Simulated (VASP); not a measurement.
# MgCd2Te3 (P1) in VASP: relaxation of cell and atoms with PBE

Aim: the relaxation of cell and atoms of MgCd2Te3 with PBE.

Program: VASP 6.6.1. These are calculated values, not measurements. Logs are shortened: lines on timing, memory, paths and dates and some standing lists are left out, and cuts for length are marked.

## 1. The structure

The typed cell holds 12 atoms: a = 9.255 Å, b = 4.607 Å, c = 11.690 Å, α = 89.82°, β = 92.12°, γ = 120.59°.

The cell was built by a generator and needn't be a form met in nature.

## 2. Relaxation of cell and atoms, PBE

INCAR

```
PREC = Normal
ENCUT = 520
EDIFF = 1E-5
ISMEAR = 0
SIGMA = 0.05
LREAL = Auto
LASPH = True
NELM = 80
ALGO = Fast
ISIF = 3
LWAVE = False
LCHARG = False
GGA = PE
IBRION = 2
NSW = 110
EDIFFG = -0.03
ISYM = 0
KPAR = 4
```

KPOINTS

```
Automatic mesh
0
Gamma
  4 4 2
```

POSCAR

```
MgCd2Te3
1.0
    9.2533949200     -0.0365176000     -0.1744238200
   -2.3291613200      3.9749901400      0.0069824100
   -0.2130353900     -0.1033012500     11.6872574700
Mg Cd Te
2 4 6
Direct
    0.9841071900      0.9851616000      0.2554541000
    0.4978455900      0.9860823200      0.2580595500
    0.3291121000      0.3358184900      0.9244828700
    0.8358393900      0.3499949900      0.9207659900
    0.1646887500      0.6611078300      0.5785971700
    0.6723488500      0.6686094900      0.5833109000
    0.9998765600      0.9966278100      0.0042898300
    0.4949077600      0.9749770600      0.0075936400
    0.1788944900      0.6793741200      0.3341954500
    0.6733179500      0.6889487800      0.3263096000
    0.3364085800      0.3480236100      0.6771515800
    0.8375206700      0.3380708500      0.6661673800
```

Potentials or basis: VASP PAW PBE potentials, release 64 (Mg, Cd, Te).

Command:

```console
> cat potpaw_PBE.64/Mg/POTCAR potpaw_PBE.64/Cd/POTCAR potpaw_PBE.64/Te/POTCAR > POTCAR
> mpirun -np 4 vasp_std > vasp.out
```

OUTCAR:

```text
PREC = Normal
   ENCUT = 520
   EDIFF = 1E-5
   ISMEAR = 0
   LREAL = Auto
   LASPH = True
   NELM = 80
   ISIF = 3
   GGA = PE
   IBRION = 2
   NSW = 110
   EDIFFG = -0.03
   ISYM = 0

 ion  position               nearest neighbor table
   1  0.984  0.985  0.255-  10 2.65   9 2.89   9 2.92   7 2.94
   2  0.498  0.986  0.258-  10 2.70   9 2.73  10 2.89   8 2.93
   3  0.329  0.336  0.924-   8 2.70   7 2.82  11 2.89   8 2.92
   4  0.836  0.350  0.921-   7 2.73   7 2.88   8 2.94  12 2.98
   5  0.165  0.661  0.579-  12 2.84  11 2.85   9 2.86  11 2.94
   6  0.672  0.669  0.583-  12 2.80  12 2.81  11 2.94  10 3.01
   7  1.000  0.997  0.004-   4 2.73   3 2.82   4 2.88   1 2.94
   8  0.495  0.975  0.008-   3 2.70   3 2.92   2 2.93   4 2.94
   9  0.179  0.679  0.334-   2 2.73   5 2.86   1 2.89   1 2.92
  10  0.673  0.689  0.326-   1 2.65   2 2.70   2 2.89   6 3.01
  11  0.336  0.348  0.677-   5 2.85   3 2.89   6 2.94   5 2.94
  12  0.838  0.338  0.666-   6 2.80   6 2.81   5 2.84   4 2.98

IMPORTANT INFORMATION: All symmetrisations will be switched off!
NOSYMM: (Re-)initialisation of all symmetry stuff for point group C_1.

----------------------------------------------------------------------------------------

                                     Primitive cell

  volume of cell :     428.7055

  direct lattice vectors                    reciprocal lattice vectors
     9.253394920 -0.036517600 -0.174423820     0.108366828  0.063493520  0.002536517
    -2.329161320  3.974990140  0.006982410     0.001037563  0.252176966  0.002247853
    -0.213035390 -0.103301250 11.687257470     0.001616676  0.000796935  0.085599786

  length of vectors
     9.255110737  4.607123595 11.689655358     0.125623367  0.252189119  0.085618760

  position of ions in fractional coordinates (direct lattice)
     0.984107190  0.985161600  0.255454100
     0.497845590  0.986082320  0.258059550
     0.329112100  0.335818490  0.924482870
     0.835839390  0.349994990  0.920765990
     0.164688750  0.661107830  0.578597170
     0.672348850  0.668609490  0.583310900
     0.999876560  0.996627810  0.004289830
     0.494907760  0.974977060  0.007593640
     0.178894490  0.679374120  0.334195450
     0.673317950  0.688948780  0.326309600
     0.336408580  0.348023610  0.677151580
     0.837520670  0.338070850  0.666167380

  ion indices of the primitive-cell ions
   primitive index   ion index
                 1           1
                 2           2
                 3           3
                 4           4
                 5           5
                 6           6
                 7           7
                 8           8
                 9           9
                10          10
                11          11
                12          12

----------------------------------------------------------------------------------------

 KPOINTS: Automatic mesh

Automatic generation of k-mesh.
 Grid dimensions read from file:
 generate k-points for:    4    4    2

 Generating k-lattice:

  Cartesian coordinates                     Fractional coordinates (reciprocal lattice)
     0.027091707  0.015873380  0.000634129     0.250000000 -0.000000000  0.000000000
     0.000259391  0.063044242  0.000561963    -0.000000000  0.250000000 -0.000000000
     0.000808338  0.000398467  0.042799893    -0.000000000  0.000000000  0.500000000

  Length of vectors
     0.031405842  0.063047280  0.042809380

  Shift w.r.t. Gamma in fractional coordinates (k-lattice)
     0.000000000  0.000000000  0.000000000

 Subroutine IBZKPT returns following result:
 ===========================================

 Found     20 irreducible k-points:

 Following reciprocal coordinates:
            Coordinates               Weight
  0.000000  0.000000  0.000000      1.000000
  0.250000 -0.000000 -0.000000      2.000000
  0.500000 -0.000000 -0.000000      1.000000
 -0.000000  0.250000  0.000000      2.000000
  0.250000  0.250000  0.000000      2.000000
  0.500000  0.250000  0.000000      2.000000
[... 12 lines left out ...]
  0.250000  0.500000  0.500000      2.000000
  0.500000  0.500000  0.500000      1.000000
   k-points           NKPTS =     20   k-points in BZ     NKDIM =     20   number of bands    NBANDS=     52
   number of dos      NEDOS =    301   number of ions     NIONS =     12
   total plane-waves  NPLWV = 105840
   dimension x,y,z NGX =    54 NGY =   28 NGZ =   70
   dimension x,y,z NGXF=   108 NGYF=   56 NGZF=  140
   ions per type =               2   4   6
   NGX,Y,Z   is equivalent  to a cutoff of   9.70, 10.10,  9.96 a.u.
   NGXF,Y,Z  is equivalent  to a cutoff of  19.40, 20.21, 19.91 a.u.
 SYSTEM =  unknown system
   PREC   = normal    normal or accurate (medium, high low for compatibility)
   ISTART =      0    job   : 0-new  1-cont  2-samecut
   ICHARG =      2    charge: 1-file 2-atom 10-const
   ISPIN  =      1    spin polarized calculation?
   LNONCOLLINEAR =      F non collinear calculations
   LSORBIT =      F    spin-orbit coupling
   LASPH  =      T    aspherical Exc in radial PAW
   ENCUT  =  520.0 eV  38.22 Ry    6.18 a.u.  17.21  8.57 21.74*2*pi/ulx,y,z
   NELM   =     80;   NELMIN=  2; NELMDL= -5     # of ELM steps
   EDIFF  = 0.1E-04   stopping-criterion for ELM
   LREAL  =      T    real-space projection
   EDIFFG = -.3E-01   stopping-criterion for IOM
   NSW    =    110    number of steps for IOM
   IBRION =      2    ionic relax: 0-MD 1-quasi-New 2-CG
   NFREE  =      1    steps in history (QN), initial steepest desc. (CG)
   ISIF   =      3    stress and relaxation
   ISYM   =      0    0-nonsym 1-usesym 2-fastsym
   POTIM  = 0.5000    time-step for ionic-motion
   TEBEG  =    0.0;   TEEND  =   0.0 temperature during run
   PSTRESS=    0.0 pullay stress
   NELECT =      88.0000    total number of electrons
   NUPDOWN=      -1.0000    fix difference up-down
   EMIN   =  10.00;   EMAX   =-10.00  energy-range for DOS
   EFERMI =   0.00;   METHOD = LEGACY
   ISMEAR =     0;   SIGMA  =   0.05  broadening in eV -4-tet -1-fermi 0-gaus
   EFERMI_NEDOS =   21; number of points for ismear=-14 and -15
   IALGO  =     68    algorithm
   IMIX   =      4    mixing-type and parameters
     AMIX     =   0.40;   BMIX     =  1.00
     AMIX_MAG =   1.60;   BMIX_MAG =  1.00
  volume/ion in A,a.u.               =      35.73       241.09
  Fermi-wavevector in a.u.,A,eV,Ry     =   0.965716  1.824938 12.688891  0.932607
  Thomas-Fermi vector in A             =   2.095456
   LORBIT       =      0    0 simple, 1 ext, 2 COOP (PROOUT), +10 PAW based schemes
   GGA     = PE    functional components
   LHFCALC =     F    Hartree Fock is set to
   AEXX    =    0.0000 exact exchange contribution
   IVDW    =     0    specifies the selected vdW correction
   LEPSILON=     F    determine dielectric tensor
   LRPA    =     F    only Hartree local field effects (RPA)
 conjugate gradient relaxation of ions
 non-spin polarized calculation
 RMM-DIIS sequential band-by-band and
 Gauss-broadening in eV      SIGMA  =   0.05
  energy-cutoff  :      520.00
  volume of cell :      428.71
 maximum number of plane-waves:     11568
   NGX = 35   NGY = 17   NGZ = 43

--------------------------------------- Ionic step        1  -------------------------------------------

 number of electron      87.9999989 magnetization

 Free energy of the ion-electron system (eV)
  ---------------------------------------------------
  ext. energy  EPLUGINS =         0.00000000
  ---------------------------------------------------
  free energy    TOTEN  =       -31.58961433 eV

  energy without entropy =      -31.58961433  energy(sigma->0) =      -31.58961433

------------------------ aborting loop because EDIFF is reached ----------------------------------------

  FORCE on cell =-STRESS in cart. coord.  units (eV):
  Direction    XX          YY          ZZ          XY          YZ          ZX
  --------------------------------------------------------------------------------------
  -------------------------------------------------------------------------------------
  Total        2.4216342      4.0916989     -3.4889183      0.2973206      0.8605659      0.4254821
  in kB        9.0502395     15.2916802    -13.0389415      1.1111597      3.2161453      1.5901308
  external PRESSURE =       3.7676594 kB  Pullay stress =       0.0000000 kB
[... 119 lines left out ...]
  FREE ENERGIE OF THE ION-ELECTRON SYSTEM (eV)
  ---------------------------------------------------
  free  energy   TOTEN  =       -31.9091838122 eV

  energy  without entropy=      -31.9091838122  energy(sigma->0) =      -31.90918381

[... ionic steps 4 to 9 ...]

--------------------------------------- Ionic step       10  -------------------------------------------

 number of electron      88.0000023 magnetization

------------------------ aborting loop because EDIFF is reached ----------------------------------------

  FORCE on cell =-STRESS in cart. coord.  units (eV):
  Direction    XX          YY          ZZ          XY          YZ          ZX
  --------------------------------------------------------------------------------------
  -------------------------------------------------------------------------------------
  Total       -0.3456366     -0.6348617      0.0899078     -0.2130796     -0.0935633      0.0962735
  in kB       -1.2870132     -2.3639725      0.3347807     -0.7934236     -0.3483924      0.3584841
  external PRESSURE =      -1.1054017 kB  Pullay stress =       0.0000000 kB
[... 77 lines left out ...]
  energy  without entropy=      -31.9925236765  energy(sigma->0) =      -31.99252368

--------------------------------------- Ionic step       12  -------------------------------------------

 number of electron      88.0000021 magnetization

 Free energy of the ion-electron system (eV)
  ---------------------------------------------------
  ext. energy  EPLUGINS =         0.00000000
  ---------------------------------------------------
  free energy    TOTEN  =       -31.99349213 eV

  energy without entropy =      -31.99349213  energy(sigma->0) =      -31.99349213

 E-fermi :   2.1022     XC(G=0):  -8.1302

 val. band max:        1.8604639599   @ k =   0.0000   0.0000   0.0000
 cond. band min:       2.8341730449   @ k =   0.0000   0.0000   0.0000
 fundamental gap:      0.9737090850
 Fermi energy:         2.1021981273

 k-point     1 :       0.0000    0.0000    0.0000
  band No.  band energies     occupation
      1      -8.8345      2.00000
      2      -8.5952      2.00000
      3      -8.5024      2.00000
      4      -8.4192      2.00000
      5      -8.3880      2.00000
      6      -8.1656      2.00000
[... 1128 lines left out ...]
  FREE ENERGIE OF THE ION-ELECTRON SYSTEM (eV)
  ---------------------------------------------------
  free  energy   TOTEN  =       -31.9934921253 eV

  energy  without entropy=      -31.9934921253  energy(sigma->0) =      -31.99349213

 reached required accuracy - stopping structural energy minimisation
```

It took 4.2 min on 4 MPI ranks of Intel Xeon 6975P-C (Granite Rapids), shared host; peak memory 0.54 GiB.

Results:

```
Free energy                            : -31.9935 eV
Relaxed volume                         : 35.66 Å³/atom
Relaxed cell                           : a = 9.307 Å, b = 4.677 Å, c = 11.370 Å, α = 90.05°, β = 90.20°, γ = 120.16°
Space group after relaxing (to 0.05 Å) : Pc (No. 7)
Energy gained by relaxing              : 33.7 meV/atom
Ionic steps                            : 12
Pressure after relaxing                : 0.0 GPa
Largest force after relaxing           : 0.024 eV/Å
Band gap on the k mesh                 : 0.97 eV
```

Forces in eV/Å, atoms in the order of the input:
```
Mg   0.004  0.006 -0.011
Mg   0.005  0.006 -0.003
Cd  -0.009 -0.002 -0.010
Cd   0.004 -0.013  0.017
Cd  -0.018 -0.012  0.010
Cd  -0.004  0.014  0.005
Te   0.023 -0.003  0.002
Te  -0.003  0.003  0.011
Te   0.010 -0.007  0.007
Te  -0.007 -0.014 -0.008
Te  -0.006  0.017 -0.009
Te   0.002  0.005 -0.011
```

The path:
| step | energy change (eV) | largest force (eV/Å) | pressure (GPa) | volume (Å³) |
| --- | --- | --- | --- | --- |
| 1 | 0.0000 | 1.0536 | 0.38 | 428.71 |
| 2 | -0.2808 | 0.4928 | -0.33 | 433.82 |
| 3 | -0.3196 | 0.4079 | -0.58 | 436.67 |
| 4 | -0.3802 | 0.2077 | -0.01 | 428.63 |
| 5 | -0.3871 | 0.1565 | 0.31 | 424.85 |
| 6 | -0.3978 | 0.0781 | 0.02 | 428.31 |
| 7 | -0.3978 | 0.0807 | -0.01 | 428.58 |
| 8 | -0.4010 | 0.0468 | -0.03 | 429.00 |
| 9 | -0.4026 | 0.0344 | -0.06 | 429.43 |
| 10 | -0.4014 | 0.0625 | -0.11 | 430.28 |
| 11 | -0.4029 | 0.0408 | -0.09 | 429.67 |
| 12 | -0.4039 | 0.0240 | 0.05 | 427.98 |

Final structure:
```
Mg Cd Te
1.0
     9.30709   -0.02724   -0.01378
    -2.33824    4.05109   -0.00217
    -0.02305   -0.01755   11.37025
Mg Cd Te
2 4 6
Direct
  0.00015 0.00104 0.25469
  0.50059 0.00085 0.25504
  0.33203 0.32774 0.92254
  0.83218 0.33671 0.91970
  0.17029 0.67341 0.58371
  0.66804 0.66685 0.58422
  0.99785 0.00139 0.00655
  0.49930 0.99610 0.00720
  0.16679 0.66791 0.33148
  0.66700 0.66747 0.33196
  0.33503 0.33734 0.67046
  0.83562 0.33597 0.66881
```

Caveat: spin-orbit coupling is left out, which moves the levels of the heavy elements.
